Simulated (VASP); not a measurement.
Data:

```
BaTiO3
1.0
    3.99532     0.00000     0.00000
    0.00000     3.99532     0.00000
    0.00000     0.00000     4.22270
Ba Ti O
1 1 3
Direct
  0.00000   0.00000   0.01081
  0.50000   0.50000   0.52978
  0.50000   0.50000   0.95949
  0.00000   0.50000   0.48196
  0.50000   0.00000   0.48196
```

Level of theory: PBE GGA, VASP's PBE PAW potentials (set 64) (plane waves; VASP). Settings: 620 eV cut-off, 6×6×5 Γ-centred mesh, Gaussian smearing of 0.050 eV, potentials Ba_sv Ti_sv O.

Question: Predict the energy per atom (σ→0).

Answer: 
The energy per atom (σ→0) is -8.011 eV/atom.

The compound is BaTiO3 in the tetragonal perovskite structure. It was relaxed first.
